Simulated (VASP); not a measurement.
Here is the system:

```yaml
crystal:
  lattice:
    - [0.00000, 2.94714, 2.94714]
    - [2.94714, 0.00000, 2.94714]
    - [2.94714, 2.94714, 0.00000]
  atoms:
    - { symbol: Al, position: [0.25000, 0.25000, 0.25000] }
    - { symbol: Al, position: [0.75000, 0.75000, 0.75000] }
    - { symbol: Pt, position: [0.00000, 0.00000, 0.00000] }
```

Level of theory: PBEsol GGA, VASP's PBE PAW potentials (set 64) (plane waves; VASP). Run with 400 eV cut-off, 8×8×8 Γ-centred mesh, first-order Methfessel-Paxton smearing of 0.10 eV, potentials Al Pt.

Unless said otherwise, spin-orbit coupling is left out, though it shifts the bands of the heavy elements here.

Question: Estimate the energy per atom (σ→0), band gap (on the k-mesh) with the smallest direct gap where there is one.

Answer: 
| Quantity | Result |
|---|---|
| band gap (on the k-mesh) | none (metal, semimetal or under 0.01 eV) |
| energy per atom (σ→0) | -5.916 eV/atom |

The compound is PtAl2 in the fluorite structure. It was relaxed first. The start is the result of an earlier pass.
